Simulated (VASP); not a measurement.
# InGaO (P-3m1) in VASP: elastic constants with PBE

Aim: the elastic constants of InGaO with PBE.

Everything below comes from runs of VASP 6.6.1. Logs are shortened: lines on timing, memory, paths and dates and some standing lists are left out, and cuts for length are marked.

## Step 1: Starting point

It takes space group P-3m1 (No. 164, trigonal). The conventional cell has a = 3.158 Å, b = 3.158 Å, c = 14.116 Å, α = 90.00°, β = 90.00°, γ = 120.00°. In (site symmetry 3m) has 9 In at 3.16 to 3.40 Å as nearest neighbours. Ga (site symmetry 3m) has 3 O at 1.96 Å as nearest neighbours. O (site symmetry 3m) has 3 Ga at 1.96 Å as nearest neighbours.

The cell was built by a generator and needn't be a form met in nature.

## Step 2: Elastic constants, PBE

Contents of POSCAR:

```
InGaO
1.0
    3.1583980000      0.0000000000      0.0000000000
   -1.5791990000      2.7352530000      0.0000000000
    0.0000000000      0.0000000000     14.1159400000
In Ga O
2 2 2
Direct
    0.3333330000      0.6666670000      0.6017850000
    0.6666670000      0.3333330000      0.3982150000
    0.0000000000      0.0000000000      0.0892050000
    0.0000000000      0.0000000000      0.9107950000
    0.3333330000      0.6666670000      0.1405300000
    0.6666670000      0.3333330000      0.8594700000
```

Contents of INCAR.step1:

```
PREC     = Accurate       # precision mode
ENCUT    = 520            # plane-wave cutoff, eV
EDIFF    = 1E-8           # SCF threshold, eV
ISMEAR   = 0              # smearing method
SIGMA    = 0.1            # smearing width, eV
LREAL    = F              # projectors in reciprocal space
LASPH    = T              # aspherical terms in the spheres
NELM     = 60             # most SCF steps
ALGO     = Normal         # electronic algorithm
ISIF     = 3              # what is computed and relaxed
LWAVE    = F              # write WAVECAR
LCHARG   = F              # write CHGCAR
GGA      = PE             # functional
KPAR     = 4            
IBRION   = 2              # ionic algorithm
NSW      = 40             # ionic steps
EDIFFG   = -0.002         # ionic threshold
```

Contents of INCAR.step2:

```
PREC     = Accurate       # precision mode
ENCUT    = 520            # plane-wave cutoff, eV
EDIFF    = 1E-8           # SCF threshold, eV
ISMEAR   = 0              # smearing method
SIGMA    = 0.1            # smearing width, eV
LREAL    = F              # projectors in reciprocal space
LASPH    = T              # aspherical terms in the spheres
NELM     = 60             # most SCF steps
ALGO     = Normal         # electronic algorithm
ISIF     = 3              # what is computed and relaxed
LWAVE    = F              # write WAVECAR
LCHARG   = F              # write CHGCAR
GGA      = PE             # functional
KPAR     = 4            
IBRION   = 6              # ionic algorithm
NFREE    = 2            
POTIM    = 0.015          # step
NSW      = 1              # ionic steps
```

Contents of KPOINTS:

```
Automatic mesh
0
Gamma
  10 10 2
```

Potentials or basis: VASP PAW PBE potentials, release 64 (In_d, Ga_d, O).

Started as:

```console
$ cat potpaw_PBE.64/In_d/POTCAR potpaw_PBE.64/Ga_d/POTCAR potpaw_PBE.64/O/POTCAR > POTCAR
$ cp INCAR.step1 INCAR
$ mpirun -np 4 vasp_std > vasp.out
$ cp CONTCAR POSCAR
$ cp INCAR.step2 INCAR
$ mpirun -np 4 vasp_std > vasp.out
```

OUTCAR:

```text
PREC = Accurate
   ENCUT = 520
   EDIFF = 1E-8
   ISMEAR = 0
   LREAL = F
   LASPH = T
   NELM = 60
   ISIF = 3
   GGA = PE
   IBRION = 6
   NFREE = 2
   POTIM = 0.015
   NSW = 1

 ion  position               nearest neighbor table
   1  0.333  0.667  0.602-   2 3.41   2 3.41   2 3.41
   2  0.667  0.333  0.398-   1 3.41   1 3.41   1 3.41
   3  0.000  0.000  0.089-   5 1.96   5 1.96   5 1.96   4 2.52
   4  0.000  0.000  0.911-   6 1.96   6 1.96   6 1.96   3 2.52
   5  0.333  0.667  0.141-   3 1.96   3 1.96   3 1.96
   6  0.667  0.333  0.859-   4 1.96   4 1.96   4 1.96

  LATTYP: Found a hexagonal cell.
 ALAT       =     3.1587197732
 C/A-ratio  =     4.4683170262

  Lattice vectors:

 A1 = (   3.1587197732,   0.0000000000,   0.0000000000)
 A2 = (  -1.5793598866,   2.7355316638,   0.0000000000)
 A3 = (   0.0000000000,   0.0000000000,  14.1141613434)

Analysis of symmetry for initial positions (statically):
=====================================================================
 Subroutine PRICEL returns:
 Original cell was already a primitive cell.

 Routine SETGRP: Setting up the symmetry group for a
 hexagonal supercell.

 Subroutine GETGRP returns: Found 12 space group operations
 (whereof 12 operations were pure point group operations)
 out of a pool of 24 trial point group operations.

The static configuration has the point symmetry D_3d.

Analysis of symmetry for dynamics (positions and initial velocities):
=====================================================================
 Subroutine PRICEL returns:
 Original cell was already a primitive cell.

 Routine SETGRP: Setting up the symmetry group for a
 hexagonal supercell.

 Subroutine GETGRP returns: Found 12 space group operations
 (whereof 12 operations were pure point group operations)
 out of a pool of 24 trial point group operations.

The dynamic configuration has the point symmetry D_3d.

 Subroutine INISYM returns: Found 12 space group operations
 (whereof 12 operations are pure point group operations),
 and found     1 'primitive' translations

----------------------------------------------------------------------------------------

                                     Primitive cell

  volume of cell :     121.9573

  direct lattice vectors                    reciprocal lattice vectors
     3.158719773  0.000000000  0.000000000     0.316583955  0.182779825  0.000000000
    -1.579359887  2.735531664  0.000000000     0.000000000  0.365559651  0.000000000
     0.000000000  0.000000000 14.114161343     0.000000000  0.000000000  0.070850827

  length of vectors
     3.158719773  3.158719857 14.114161343     0.365559661  0.365559651  0.070850827

  position of ions in fractional coordinates (direct lattice)
     0.333333000  0.666667000  0.601968699
     0.666667000  0.333333000  0.398031301
     0.000000000  0.000000000  0.089203692
     0.000000000  0.000000000  0.910796308
     0.333333000  0.666667000  0.140532048
     0.666667000  0.333333000  0.859467952
[... 130 lines left out ...]
  free energy    TOTEN  =       -26.23092430 eV

  energy without entropy =      -26.22165428  energy(sigma->0) =      -26.22628929

------------------------ aborting loop because EDIFF is reached ----------------------------------------

  FORCE on cell =-STRESS in cart. coord.  units (eV):
  Direction    XX          YY          ZZ          XY          YZ          ZX
  --------------------------------------------------------------------------------------
  -------------------------------------------------------------------------------------
  Total        0.0016157      0.0016157     -0.0065471      0.0000000      0.0000000     -0.0000000
  in kB        0.0212253      0.0212253     -0.0860111      0.0000000      0.0000000     -0.0000000
  external PRESSURE =      -0.0145201 kB  Pullay stress =       0.0000000 kB
[... 101 lines left out ...]
  FREE ENERGIE OF THE ION-ELECTRON SYSTEM (eV)
  ---------------------------------------------------
  free  energy   TOTEN  =       -26.2205039845 eV

  energy  without entropy=      -26.2102503121  energy(sigma->0) =      -26.21537715

[... ionic steps 4 to 22 ...]

--------------------------------------- Ionic step       23  -------------------------------------------

 number of electron      64.0000007 magnetization

------------------------ aborting loop because EDIFF is reached ----------------------------------------
[... 75 lines left out ...]
--------------------------------------- Ionic step       25  -------------------------------------------

 number of electron      64.0000004 magnetization

 Free energy of the ion-electron system (eV)
  ---------------------------------------------------
  ext. energy  EPLUGINS =         0.00000000
  ---------------------------------------------------
  free energy    TOTEN  =       -26.22992284 eV

  energy without entropy =      -26.22051902  energy(sigma->0) =      -26.22522093

 E-fermi :   4.8793     XC(G=0):  -9.5880

 val. band max:        4.7571968082   @ k =   0.1000  -0.0000   0.0000
 cond. band min:       4.8953134757   @ k =   0.4000   0.1000   0.5000
 fundamental gap:      0.1381166676
 Fermi energy:         4.8792845334

 k-point     1 :       0.0000    0.0000    0.0000
  band No.  band energies     occupation
      1     -15.3828      2.00000
      2     -15.2809      2.00000
      3     -10.5671      2.00000
      4     -10.5671      2.00000
      5     -10.5293      2.00000
      6     -10.5293      2.00000
[... 973 lines left out ...]
     37       8.9971      0.00000
     38       9.2767      0.00000

 [... further k-points ...]

------------------------ aborting loop because EDIFF is reached ----------------------------------------

  FORCE on cell =-STRESS in cart. coord.  units (eV):
  Direction    XX          YY          ZZ          XY          YZ          ZX
  --------------------------------------------------------------------------------------
  -------------------------------------------------------------------------------------
  Total        0.1249627      0.1249628      0.1042443      0.0000000      0.0000000      0.0000000
  in kB        1.6416600      1.6416602      1.3694783      0.0000000      0.0000000      0.0000000
  external PRESSURE =       1.5509328 kB  Pullay stress =       0.0000000 kB
[... 21 lines left out ...]
  FREE ENERGIE OF THE ION-ELECTRON SYSTEM (eV)
  ---------------------------------------------------
  free  energy   TOTEN  =       -26.2299228413 eV

  energy  without entropy=      -26.2205190217  energy(sigma->0) =      -26.22522093

 INTERNAL STRAIN TENSORS FROM STRAINED CELLS
 ============================================

 INTERNAL STRAIN TENSOR FOR ION    1 for displacements in x,y,z  (eV/Angst):
          X           Y           Z          XY          YZ          ZX
  --------------------------------------------------------------------------------
  x     0.00000    -0.00000    -0.00000    -0.18872     0.00000    -0.27342
  y    -0.14363     0.24500    -0.00000     0.00001    -0.27355     0.00002
  z    -0.97905    -0.64354    -3.27049    -0.00023    -0.00654    -0.00036

 INTERNAL STRAIN TENSORS FROM DISPLACED ATOMS
 ============================================

 INTERNAL STRAIN TENSOR FOR ION    1 for displacements in x,y,z  (eV/Angst):
          X           Y           Z          XY          YZ          ZX
  --------------------------------------------------------------------------------
  x     0.00000     0.00000     0.00000    -0.22762     0.00000    -0.26130
  y    -0.22762     0.22762     0.00000     0.00000    -0.26130     0.00000
  z     0.01410     0.01410    -3.45493     0.00000     0.00000     0.00000

 INTERNAL STRAIN TENSOR FOR ION    6 for displacements in x,y,z  (eV/Angst):
          X           Y           Z          XY          YZ          ZX
  --------------------------------------------------------------------------------
  x     0.00000     0.00000     0.00000    -4.94737     0.00000     7.17320
  y    -4.94737     4.94737     0.00000     0.00000     7.17322     0.00000
  z     8.05925     8.05925     7.51213     0.00000    -0.00000     0.00000

 Eigenvectors and eigenvalues of the dynamical matrix
 ----------------------------------------------------

   1 f  =   13.850674 THz    87.026353 2PiTHz  462.008765 cm-1    57.281761 meV
             X         Y         Z           dx          dy          dz
     -0.000002  1.823689  8.496283    -0.000000   -0.000000    0.001464
      1.579361  0.911843  5.617878    -0.000000   -0.000000   -0.001464
      0.000000  0.000000  1.259035     0.000000    0.000000    0.361734
      0.000000  0.000000 12.855126     0.000000    0.000000   -0.361734
     -0.000002  1.823689  1.983492    -0.000000   -0.000000   -0.607574
      1.579361  0.911843 12.130669    -0.000000   -0.000000    0.607574
[... 145 lines left out ...]
  18 f/i=    0.258925 THz     1.626876 2PiTHz    8.636822 cm-1     1.070829 meV
             X         Y         Z           dx          dy          dz
     -0.000002  1.823689  8.496283     0.000000   -0.653841   -0.000000
      1.579361  0.911843  5.617878     0.000000   -0.653841   -0.000000
      0.000000  0.000000  1.259035    -0.000000    0.242472   -0.000000
      0.000000  0.000000 12.855126    -0.000000    0.242472   -0.000000
     -0.000002  1.823689  1.983492    -0.000000    0.117044   -0.000000
      1.579361  0.911843 12.130669    -0.000000    0.117044   -0.000000

--------------------------------------------------------------------------------------------------------

 ELASTIC MODULI CONTR FROM IONIC RELAXATION (kBar)
 Direction    XX          YY          ZZ          XY          YZ          ZX
 --------------------------------------------------------------------------------
 XX        -291.9427    -55.9110   -168.4142     -0.0000    144.5210      0.0000
 YY         -55.9110   -291.9428   -168.4142      0.0000   -144.5210     -0.0000
 ZZ        -168.4142   -168.4142   -748.3821      0.0000     -0.0000     -0.0000
 XY          -0.0000      0.0000      0.0000   -118.0159      0.0000    144.5205
 YZ         144.5210   -144.5210     -0.0000      0.0000   -245.9900     -0.0000
 ZX           0.0000     -0.0000     -0.0000    144.5205     -0.0000   -245.9888
 --------------------------------------------------------------------------------

 TOTAL ELASTIC MODULI (kBar)
 Direction    XX          YY          ZZ          XY          YZ          ZX
 --------------------------------------------------------------------------------
 XX         990.2975    733.4448     54.9619     -0.0000     -2.1438      0.0000
 YY         733.4448    990.2977     54.9619      0.0000      2.1438     -0.0000
 ZZ          54.9619     54.9619     92.7196      0.0000     -0.0000     -0.0000
 XY          -0.0000      0.0000      0.0000    128.4264      0.0000     -2.1438
 YZ          -2.1438      2.1438     -0.0000      0.0000     -8.6527     -0.0000
 ZX           0.0000     -0.0000     -0.0000     -2.1438     -0.0000     -8.6522
 --------------------------------------------------------------------------------
```

Wall time 15 min (4 MPI ranks of Intel Xeon 6975P-C (Granite Rapids), shared host); peak memory 0.79 GiB.

What came out:

```yaml
Voigt_bulk_modulus: 42 GPa
Highest_phonon_frequency_at_Γ_LO-TO_splitting_left_out: 462 cm⁻¹
```

Phonon frequencies in cm⁻¹ (negative: imaginary):
```csv
q point,frequencies
"(0.000, 0.000, 0.000)",-9 -9 -1 4 4 17 17 22 74 74 79 188 404 412 412 415 415 462
```

Elastic tensor in Voigt notation (GPa, in the Cartesian axes of the cell as first typed):
```
99 73  5  0  0  0
73 99  5  0  0  0
 5  5  9  0  0  0
 0  0  0 -1  0  0
 0  0  0  0 -1  0
 0  0  0  0  0 13
```

Clamped-ion elastic tensor (GPa):
```
128  79  22 -15   0   0
 79 128  22  15   0   0
 22  22  84   0   0   0
-15  15   0  24   0   0
  0   0   0   0  24 -15
  0   0   0   0 -15  25
```

Caveat: the elastic tensor has a negative eigenvalue, so either the cell is unstable as it stands or the mesh is too thin.
